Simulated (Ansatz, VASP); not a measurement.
# Zr5Ti3B16 (Zr0.61Ti0.39B2, hexagonal AlB2 type solid solution) in two plane-wave programs, part 2 of 3

Aim: how closely do two programs agree when they are given the same cell, functional and k mesh? The cell is invented: As first built, before any earlier steps moved the atoms or strained the cell (in the runner's words): 2x2x2 conventional cells of the ZrB2 type (24 atoms: 16 B, 3 Ti, 5 Zr); Zr/Ti share their sites, the best of 600 random draws by like-pair counts in two shells; start lattice by linear mixing of the end members' cells; atoms moved at random by 0.02 A. It may not be a known or stable phase. The cell is taken from a series of runs on this material, whose earlier steps may have relaxed, scaled, displaced or heated it; both programs get it as it stands.

VASP 6.6.1 and Ansatz 0.2.0.

So far: The structure; VASP: relaxation of cell and atoms, PBE.

### 2. VASP: relaxation of cell and atoms, PBE (continued)

Level of this step: PBE; plane waves and PAW (B, Ti_sv, Zr_sv); invented cell (VASP).

Parts of OUTCAR (step 2):

```text
ion  position               nearest neighbor table
   1  0.165  0.337  0.253-  10 1.79   6 1.79   2 1.86  18 2.46  17 2.47  24 2.50  21 2.50  20 2.51
                            23 2.51
   2  0.336  0.165  0.255-   9 1.82   5 1.82   1 1.86  19 2.46  24 2.48  21 2.48  22 2.50  20 2.52
                            23 2.52
   3  0.165  0.337  0.749-  12 1.79   8 1.79   4 1.86  18 2.46  17 2.47  21 2.50  24 2.50  23 2.51
                            20 2.51
   4  0.336  0.165  0.747-  11 1.82   7 1.82   3 1.86  19 2.46  21 2.48  24 2.48  22 2.50  23 2.52
                            20 2.52
   5  0.168  0.830  0.255-   6 1.76  14 1.79   2 1.82  18 2.45  19 2.47  21 2.49  17 2.50  22 2.51
                            20 2.53
   6  0.330  0.667  0.255-   5 1.76   1 1.79  13 1.82  18 2.45  19 2.47  24 2.49  17 2.50  22 2.51
                            23 2.53
   7  0.168  0.830  0.747-   8 1.76  16 1.79   4 1.82  18 2.45  19 2.47  21 2.49  17 2.50  22 2.51
                            20 2.53
   8  0.330  0.667  0.747-   7 1.76   3 1.79  15 1.82  18 2.45  19 2.47  24 2.49  17 2.50  22 2.51
                            23 2.53
   9  0.672  0.334  0.255-  10 1.76  14 1.79   2 1.82  18 2.45  19 2.47  24 2.49  17 2.50  22 2.51
                            23 2.53
  10  0.835  0.171  0.255-   9 1.76   1 1.79  13 1.82  18 2.45  19 2.47  21 2.49  17 2.50  22 2.51
                            20 2.53
  11  0.672  0.334  0.747-  12 1.76  16 1.79   4 1.82  18 2.45  19 2.47  24 2.49  17 2.50  22 2.51
                            23 2.53
  12  0.835  0.171  0.747-  11 1.76   3 1.79  15 1.82  18 2.45  19 2.47  21 2.49  17 2.50  22 2.51
                            20 2.53
  13  0.666  0.836  0.255-   6 1.82  10 1.82  14 1.86  19 2.46  21 2.48  24 2.48  22 2.50  23 2.52
                            20 2.52
  14  0.838  0.664  0.253-   5 1.79   9 1.79  13 1.86  18 2.46  17 2.47  21 2.50  24 2.50  23 2.51
                            20 2.51
  15  0.666  0.836  0.747-   8 1.82  12 1.82  16 1.86  19 2.46  24 2.48  21 2.48  22 2.50  20 2.52
                            23 2.52
  16  0.838  0.664  0.749-   7 1.79  11 1.79  15 1.86  18 2.46  17 2.47  24 2.50  21 2.50  20 2.51
                            23 2.51
  17  0.001  0.501  0.001-   1 2.47  16 2.47   3 2.47  14 2.47  11 2.50   6 2.50  12 2.50   5 2.50
                             8 2.50   9 2.50   7 2.50  10 2.50  23 3.12  23 3.12  20 3.12  20 3.12
  18  0.001  0.501  0.501-   9 2.45   8 2.45  10 2.45   7 2.45   6 2.45  11 2.45   5 2.45  12 2.45
                             3 2.46  14 2.46   1 2.46  16 2.46  24 3.12  24 3.12  21 3.12  21 3.12
  19  0.501  0.001  0.501-  15 2.46   2 2.46  13 2.46   4 2.46   5 2.47  12 2.47   6 2.47  11 2.47
                            10 2.47   7 2.47   9 2.47   8 2.47  21 3.12  21 3.12  24 3.12  24 3.12
  20  0.001  0.001  0.001-  16 2.51   1 2.51  14 2.51   3 2.51  15 2.52   2 2.52   4 2.52  13 2.52
                            12 2.53   5 2.53   7 2.53  10 2.53  22 3.12  22 3.12  17 3.12  17 3.12
  21  0.001  0.001  0.501-  13 2.48   4 2.48   2 2.48  15 2.48  10 2.49   7 2.49   5 2.49  12 2.49
                            14 2.50   3 2.50  16 2.50   1 2.50  19 3.12  19 3.12  18 3.12  18 3.12
  22  0.501  0.001  0.001-  13 2.50   4 2.50  15 2.50   2 2.50   7 2.51  10 2.51   8 2.51   9 2.51
                            12 2.51   5 2.51  11 2.51   6 2.51  20 3.12  20 3.12  23 3.12  23 3.12
  23  0.501  0.501  0.001-  14 2.51   3 2.51  16 2.51   1 2.51   4 2.52  13 2.52  15 2.52   2 2.52
                             8 2.53   9 2.53  11 2.53   6 2.53  17 3.12  17 3.12  22 3.12  22 3.12
  24  0.501  0.501  0.501-   2 2.48  15 2.48  13 2.48   4 2.48   6 2.49  11 2.49   9 2.49   8 2.49
                            16 2.50   1 2.50  14 2.50   3 2.50  18 3.12  18 3.12  19 3.12  19 3.12

  LATTYP: Found a base centered orthorhombic cell.
 ALAT       =     6.2498024981
 B/A-ratio  =     1.7308112801
 C/A-ratio  =     1.1001947665

 Subroutine GETGRP returns: Found  8 space group operations
 (whereof  1 operations were pure point group operations)

The static configuration has the point symmetry C_1 .
 The point group associated with its full space group is D_2h.

 Found     21 irreducible k-points:

   k-points           NKPTS =     21   k-points in BZ     NKDIM =     21   number of bands    NBANDS=     96

   dimension x,y,z NGX =    48 NGY =   48 NGZ =   50
   dimension x,y,z NGXF=    96 NGYF=   96 NGZF=  100

   ENCUT  =  500.0 eV  36.75 Ry    6.06 a.u.  11.39 11.39 12.54*2*pi/ulx,y,z

   NELECT =     144.0000    total number of electrons

 k-points in reciprocal lattice and weights: Automatic mesh
   0.00000000  0.00000000  0.00000000       0.016
   0.25000000  0.00000000  0.00000000       0.062
   0.50000000  0.00000000  0.00000000       0.031
   0.25000000  0.25000000 -0.00000000       0.031
   0.50000000  0.25000000 -0.00000000       0.062
  -0.25000000  0.25000000 -0.00000000       0.031
   0.50000000  0.50000000 -0.00000000       0.016
  -0.00000000 -0.00000000  0.25000000       0.031
   0.25000000  0.00000000  0.25000000       0.125
[...]
-0.25000000  0.25000000  0.50000000       0.031
   0.50000000  0.50000000  0.50000000       0.016

 average (electrostatic) potential at core
       1 -22.2536       2 -22.2699       3 -22.2536       4 -22.2699       5 -22.2297
       6 -22.2297       7 -22.2297       8 -22.2297       9 -22.2297      10 -22.2297
      11 -22.2297      12 -22.2297      13 -22.2699      14 -22.2536      15 -22.2699
      16 -22.2536      17 -71.0478      18 -70.9904      19 -71.0154      20 -72.9765
      21 -72.8675      22 -72.9340      23 -72.9765      24 -72.8675

 E-fermi :  10.1879

 k-point     1 :       0.0000    0.0000    0.0000
  band No.  band energies     occupation
    ...
     67       7.8440      2.00000
     68       8.0098      2.00000
     69       8.2861      2.00000
     70       9.3833      2.00000
     71       9.4429      2.00000
     72      10.3330     -0.04271
     73      10.3696     -0.07085
     74      10.8074     -0.00000
     75      10.8390     -0.00000
     76      11.5660     -0.00000
    ...

 k-point     2 :       0.2500    0.0000    0.0000
  band No.  band energies     occupation
    ...
     68       8.1168      2.00000
     69       8.1976      2.00000
     70       9.1448      2.00000
     71       9.1557      2.00000
     72      10.0436      2.04157
     73      10.4047     -0.06004
     74      10.5499     -0.00339
     75      11.1695     -0.00000
     76      11.6042     -0.00000
     77      11.6547     -0.00000
    ...

 k-point     3 :       0.5000    0.0000    0.0000
  band No.  band energies     occupation
    ...
     68       8.4192      2.00000
     69       8.7767      2.00000
     70       8.8292      2.00000
     71       9.5912      2.00000
     72       9.6999      2.00004
     73      10.5314     -0.00562
     74      10.6389     -0.00018
     75      11.0951     -0.00000
     76      11.2580     -0.00000
     77      11.7707     -0.00000
    ...

  Total       -0.0400854     -0.0559570      0.0528541     -0.0137445      0.0000001      0.0000000
  in kB       -0.2761006     -0.3854208      0.3640486     -0.0946694      0.0000007      0.0000002
  external PRESSURE =      -0.0991576 kB  Pullay stress =       0.0000000 kB

  energy-cutoff  :      500.00
  volume of cell :      232.61
      direct lattice vectors                 reciprocal lattice vectors
     6.247994334  0.001556142 -0.000020017     0.160028363  0.092338826  0.000000734
    -3.122655942  5.411737848 -0.000010007    -0.000046016  0.184756974  0.000000537
    -0.000020015 -0.000020013  6.878435740     0.000000466  0.000000538  0.145381892

 POSITION                                       TOTAL-FORCE (eV/Angst)
 -----------------------------------------------------------------------------------
     -0.02440      1.82510      1.73875        -0.000241      0.000139     -0.000228
      1.58466      0.89610      1.75429         0.000387     -0.000223     -0.000572
     -0.02441      1.82509      5.15149        -0.000241      0.000139      0.000228
      1.58465      0.89609      5.13594         0.000387     -0.000223      0.000572
     -1.54266      4.49077      1.75537         0.000282      0.000409     -0.000638
     -0.01927      3.61123      1.75537         0.000213      0.000449     -0.000638
     -1.54267      4.49076      5.13485         0.000282      0.000409      0.000638
     -0.01928      3.61122      5.13485         0.000213      0.000449      0.000638
      3.15595      1.80868      1.75537        -0.000213     -0.000449     -0.000638
      4.67934      0.92914      1.75537        -0.000282     -0.000409     -0.000638
      3.15594      1.80867      5.13485        -0.000213     -0.000449      0.000638
      4.67933      0.92913      5.13485        -0.000282     -0.000409      0.000638
      1.55202      4.52381      1.75428        -0.000387      0.000223     -0.000572
      3.16108      3.59481      1.73873         0.000241     -0.000139     -0.000228
      1.55201      4.52380      5.13593        -0.000387      0.000223      0.000572
      3.16108      3.59480      5.15147         0.000241     -0.000139      0.000228
     -1.55565      2.70918      0.00590        -0.000000      0.000000     -0.000000
     -1.55566      2.70917      3.44512        -0.000000      0.000000     -0.000000
      3.12966      0.00408      3.44511        -0.000000     -0.000000     -0.000000
      0.00568      0.00332      0.00591        -0.000000      0.000000     -0.000000
      0.00567      0.00331      3.44512        -0.000000      0.000000     -0.000000
      3.12967      0.00409      0.00590        -0.000000     -0.000000     -0.000000
      1.56835      2.70996      0.00589        -0.000000      0.000000     -0.000000
      1.56834      2.70995      3.44511        -0.000000     -0.000000     -0.000000
 -----------------------------------------------------------------------------------
    total drift:                               -0.000030     -0.000018      0.000065

  FREE ENERGIE OF THE ION-ELECTRON SYSTEM (eV)
  ---------------------------------------------------
  free  energy   TOTEN  =      -197.3515408936 eV

  energy  without entropy=     -197.3491586816  energy(sigma->0) =     -197.35074682

 reached required accuracy - stopping structural energy minimisation

 total charge
# of ion       s       p       d       tot
------------------------------------------
    1        0.671   1.261   0.000   1.933
    2        0.670   1.256   0.000   1.927
    3        0.671   1.261   0.000   1.933
    4        0.670   1.256   0.000   1.927
    5        0.673   1.269   0.000   1.942
    6        0.673   1.269   0.000   1.942
    7        0.673   1.269   0.000   1.942
    8        0.673   1.269   0.000   1.942
    9        0.673   1.269   0.000   1.942
   10        0.673   1.269   0.000   1.942
   11        0.673   1.269   0.000   1.942
   12        0.673   1.269   0.000   1.942
   13        0.670   1.256   0.000   1.927
   14        0.671   1.261   0.000   1.933
   15        0.670   1.256   0.000   1.927
   16        0.671   1.261   0.000   1.933
   17        2.161   6.162   1.946  10.270
   18        2.164   6.174   1.959  10.296
   19        2.161   6.168   1.958  10.286
   20        2.171   6.035   1.804  10.011
   21        2.174   6.044   1.826  10.044
   22        2.175   6.039   1.809  10.023
   23        2.171   6.035   1.804  10.011
   24        2.174   6.044   1.826  10.044
--------------------------------------------------
tot         28.101  68.922  14.932 111.955

[... 3 further parts left out ...]
```

CONTCAR:

```
Zr5Ti3B16
   1.00000000000000
     6.2479943337327972    0.0015561417107320   -0.0000200171484243
    -3.1226559415304487    5.4117378478225655   -0.0000100066761146
    -0.0000200148857140   -0.0000200127994259    6.8784357400297633
  B               Ti              Zr
    16     3     5
Direct
     0.1646239126930679    0.3372028352069654    0.2527834211408208
     0.3363373277485812    0.1654894201514071    0.2550431160369175
     0.1646239126930518    0.3372028352069559    0.7489341560591871
     0.3363373277485777    0.1654894201514050    0.7466744611630791
     0.1678045973189433    0.8297729654274598    0.2552013284806896
     0.3303751941274586    0.6672023686189505    0.2552013284806939
     0.1678045973189278    0.8297729654274506    0.7465162487192917
     0.3303751941274430    0.6672023686189412    0.7465162487192959
     0.6720537824725579    0.3340221505810597    0.2552013284807085
     0.8346243792810731    0.1714515537725504    0.2552013284807128
     0.6720537824725423    0.3340221505810504    0.7465162487193107
     0.8346243792810576    0.1714515537725411    0.7465162487193149
     0.6660916488514161    0.8357350990485959    0.2550431160369253
     0.8378050639069492    0.6640216839930450    0.2527834211408102
     0.6660916488514126    0.8357350990485939    0.7466744611630869
     0.8378050639069331    0.6640216839930354    0.7489341560591767
     0.0012144883000005    0.5006122595999969    0.0008587885999987
     0.0012144883000005    0.5006122595999969    0.5008587885999987
     0.5012144883000005    0.0006122595999969    0.5008587885999987
     0.0012144883000005    0.0006122595999969    0.0008587885999987
     0.0012144883000005    0.0006122595999969    0.5008587885999987
     0.5012144883000005    0.0006122595999969    0.0008587885999987
     0.5012144883000005    0.5006122595999969    0.0008587885999987
     0.5012144883000005    0.5006122595999969    0.5008587885999987
```

The run keeps the 8 symmetry operations of its start, so it cannot find a distortion of lower symmetry.

[end of part 2 of 3]

[Lines on the potential files, build, host, timing and source positions are cut from VASP's logs without a mark.]

[Logs are printed without paths, hosts, clocks, repeated set-up lines and the standing remarks that a program may print on its own settings, such as how far it seeks lower states.]

[Hosts, paths, dates, database ids (printed as entryN), source tags and the programs' standing remarks are cut or masked in the printed files.]
